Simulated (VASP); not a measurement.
Level of theory: PBE GGA, VASP's PBE PAW potentials (set 64) (plane waves; VASP).

A VASP calculation is set up with these files.

File POSCAR:
```
CeO2
1
    0.0000000000     2.7067660815     2.7067660815
    2.7067660815    -0.0000000000     2.7067660815
    2.7067660815     2.7067660815     0.0000000000
Ce O
1 2
Direct
  0.0000000000   0.0000000000   0.0000000000
  0.2500000000   0.2500000000   0.2500000000
  0.7500000000   0.7500000000   0.7500000000
```

**INCAR**
```
SYSTEM = CeO2
PREC = Accurate
ENCUT = 620
EDIFF = 1E-6
NELM = 100
ALGO = Normal
LREAL = .FALSE.
LASPH = .TRUE.
ISMEAR = 0
SIGMA = 0.05
GGA = PE
LMAXMIX = 6
LWAVE = .FALSE.
LCHARG = .FALSE.
IBRION = 2
ISIF = 3
NSW = 40
EDIFFG = -0.02
PSTRESS = 50
```

**KPOINTS**
```
Automatic mesh
0
Gamma
7 7 7
0 0 0
```

POTCAR, in this order: Ce O (PBE.64 set). Program: vasp_std.

The run wrote:

File OUTCAR:
```
 ion  position               nearest neighbor table
   1  0.000  0.000  0.000-   3 2.34   3 2.34   3 2.34   2 2.34   3 2.34   2 2.34   2 2.34   2 2.34
  LATTYP: Found a face centered cubic cell.
 ALAT       =     5.4135321630
 Subroutine PRICEL returns:
 Original cell was already a primitive cell.
 Subroutine GETGRP returns: Found 48 space group operations
The static configuration has the point symmetry O_h .
The dynamic configuration has the point symmetry O_h .
 Subroutine INISYM returns: Found 48 space group operations
 Subroutine IBZKPT returns following result:
 Found     20 irreducible k-points:

 Following reciprocal coordinates:
            Coordinates               Weight
  0.000000  0.000000  0.000000      1.000000
  0.142857  0.000000  0.000000      8.000000
  0.285714  0.000000  0.000000      8.000000
  0.428571  0.000000  0.000000      8.000000
  0.142857  0.142857  0.000000      6.000000
  0.285714  0.142857  0.000000     24.000000
  0.428571  0.142857  0.000000     24.000000
 -0.428571  0.142857  0.000000     24.000000
 -0.285714  0.142857  0.000000     24.000000
 -0.142857  0.142857  0.000000     12.000000
...
```

File OSZICAR:
```
       N       E                     dE             d eps       ncg     rms          rms(c)
DAV:   1     0.245925834620E+03    0.24593E+03   -0.13037E+04   640   0.230E+03
DAV:   2     0.250942811651E+01   -0.24342E+03   -0.23184E+03   984   0.325E+02
DAV:   3    -0.301690528181E+02   -0.32678E+02   -0.29218E+02   792   0.158E+02
DAV:   4    -0.316895949995E+02   -0.15205E+01   -0.15203E+01   960   0.339E+01
DAV:   5    -0.317867195374E+02   -0.97125E-01   -0.97109E-01  1072   0.746E+00    0.313E+01
DAV:   6    -0.293397089964E+02    0.24470E+01   -0.91051E+01   960   0.599E+01    0.249E+01
DAV:   7    -0.282078576565E+02    0.11319E+01   -0.17494E+02   968   0.131E+02    0.219E+01
DAV:   8    -0.274473260715E+02    0.76053E+00   -0.34018E+00   752   0.205E+01    0.142E+01
DAV:   9    -0.262593467900E+02    0.11880E+01   -0.69624E+00   960   0.221E+01    0.165E+00
DAV:  10    -0.262451781948E+02    0.14169E-01   -0.23915E-01  1128   0.405E+00    0.120E+00
DAV:  11    -0.262333964742E+02    0.11782E-01   -0.32834E-02   936   0.181E+00    0.122E+00
DAV:  12    -0.262198113821E+02    0.13585E-01   -0.81336E-02   680   0.185E+00    0.883E-01
DAV:  13    -0.262197513530E+02    0.60029E-04   -0.10688E-01  1120   0.340E+00    0.824E-01
DAV:  14    -0.262171589701E+02    0.25924E-02   -0.15857E-02   848   0.129E+00    0.301E-01
DAV:  15    -0.262171245449E+02    0.34425E-04   -0.79564E-04  1032   0.242E-01    0.130E-01
DAV:  16    -0.262171313253E+02   -0.67804E-05   -0.27215E-04   832   0.112E-01    0.122E-01
DAV:  17    -0.262170918685E+02    0.39457E-04   -0.18965E-04  1040   0.125E-01    0.373E-02
DAV:  18    -0.262170866943E+02    0.51741E-05   -0.28738E-05  1040   0.486E-02    0.130E-02
DAV:  19    -0.262170853497E+02    0.13446E-05   -0.41041E-06   608   0.214E-02    0.220E-03
DAV:  20    -0.262170853552E+02   -0.54640E-08   -0.27649E-07   448   0.617E-03
   1 F= -.24979311E+02 E0= -.24979311E+02  d E =-.249793E+02
```

OUTCAR:
```
------------------------ aborting loop because EDIFF is reached ----------------------------------------
  FORCE on cell =-STRESS in cart. coord.  units (eV):
  Direction    XX          YY          ZZ          XY          YZ          ZX
  --------------------------------------------------------------------------------------
  Total        1.2422605      1.2422605      1.2422605      0.0000000      0.0000000      0.0000000
  in kB       50.1812034     50.1812034     50.1812034      0.0000000      0.0000000      0.0000000
  external PRESSURE =       0.1812034 kB  Pullay stress =      50.0000000 kB
  volume of cell :       39.66
      direct lattice vectors                 reciprocal lattice vectors
     0.000000000  2.706766082  2.706766082    -0.184722279  0.184722279  0.184722279
     2.706766082  0.000000000  2.706766082     0.184722279 -0.184722279  0.184722279
     2.706766082  2.706766082  0.000000000     0.184722279  0.184722279 -0.184722279
 POSITION                                       TOTAL-FORCE (eV/Angst)
 -----------------------------------------------------------------------------------
      0.00000      0.00000      0.00000        -0.000000      0.000000      0.000000
      1.35338      1.35338      1.35338         0.000000      0.000000      0.000000
      4.06015      4.06015      4.06015        -0.000000     -0.000000     -0.000000
 -----------------------------------------------------------------------------------
    total drift:                                0.000000     -0.000000      0.000000
  FREE ENERGIE OF THE ION-ELECTRON SYSTEM (eV)
  ---------------------------------------------------
  free  energy   TOTEN  =       -26.2170853552 eV

  energy  without entropy=      -26.2170853552  energy(sigma->0) =      -26.21708536
  enthalpy is  TOTEN    =       -24.9793106746 eV   P V=        1.2377746806

 reached required accuracy - stopping structural energy minimisation
```
(Selected blocks of OUTCAR.)

OUTCAR:
```
 val. band max:        5.3329470959   @ k =  -0.2857   0.2857   0.0000

 cond. band min:       7.3053103809   @ k =  -0.4286   0.1429   0.0000


 Fermi energy:         5.5920207160

 k-point     1 :       0.0000    0.0000    0.0000
  band No.  band energies     occupation
      1     -27.0928      2.00000
      2     -11.0017      2.00000
      3     -10.0551      2.00000
      4      -9.2391      2.00000
      5      -9.2391      2.00000
      6      -9.2391      2.00000
      7       1.4619      2.00000
      8       1.4619      2.00000
      9       1.4619      2.00000
     10       4.7123      2.00000
     11       4.7123      2.00000
     12       4.7123      2.00000
     13       7.6051      0.00000
     14       7.6051      0.00000
     15       7.6051      0.00000
     16       7.8548      0.00000

 k-point     2 :       0.1429    0.0000    0.0000
  band No.  band energies     occupation
      1     -27.0542      2.00000
      2     -11.6393      2.00000
      3     -10.2161      2.00000
      4      -9.2870      2.00000
      5      -9.2870      2.00000
      6      -8.5690      2.00000
      7       1.6469      2.00000
      8       1.6469      2.00000
      9       1.9677      2.00000
     10       4.5383      2.00000
     11       4.6418      2.00000
     12       4.6418      2.00000
     13       7.5850      0.00000
     14       7.5850      0.00000
     15       7.6068      0.00000
     16       7.8803      0.00000

 k-point     3 :       0.2857    0.0000    0.0000
  band No.  band energies     occupation
      1     -26.9654      2.00000
      2     -12.5203      2.00000
      3     -10.5739      2.00000
      4      -9.3909      2.00000
      5      -9.3909      2.00000
      6      -7.5590      2.00000
      7       2.0399      2.00000
      8       2.0399      2.00000
      9       3.0657      2.00000
     10       4.2741      2.00000
     11       4.5329      2.00000
     12       4.5329      2.00000
     13       7.5211      0.00000
...
```

The compound is CeO2 in the fluorite structure. It was relaxed first under an external pressure of 5 GPa. The run is not spin-polarised, so no magnetic state was tried.
